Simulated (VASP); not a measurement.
BeZn$_{3}$Te$_{4}$ (ordered alloy cell): computed properties

These are PBEsol GGA, VASP's PBE PAW potentials (set 64) (plane waves; VASP 6.6.1) values and carry that method's errors.

```yaml
space_group: P-43m (215)
cell: a = 5.950 Å, b = 5.950 Å, c = 5.950 Å, α = 90.00°, β = 90.00°, γ = 90.00°
volume_per_atom: 26.33 Å³/atom
band gap (over mesh and band path): 1.78 eV
smallest direct gap (over mesh and band path): 1.78 eV
band_edge_character: direct, Γ to Γ
density: 5.64 g/cm³
```

BeZn$_{3}$Te$_{4}$ has the cubic space group P-43m (No. 215), Pearson symbol cP8. Conventional cell: a = b = c = 5.9499 Å, α = β = γ = 90.00°. Zn on 3d has 4 Te at 2.618 Å (tetrahedral). Te on 4e has 1 Be at 2.460 Å and 3 Zn at 2.618 Å (tetrahedral). Be on 1b has 4 Te at 2.460 Å (tetrahedral). (Neighbours: up to the widest gap in distance over summed covalent radii, below 1.35, at either atom; cation-cation and far metal-metal contacts left out.)

Unless said otherwise, spin-orbit coupling is left out, though it shifts the bands of the heavy elements here.

The structure was generated: BeZn3Te4 was put into an ordered model structure (P-43m), which need not be its known phase. It was relaxed first. Symmetry was kept, so distortions that lower it aren't found.
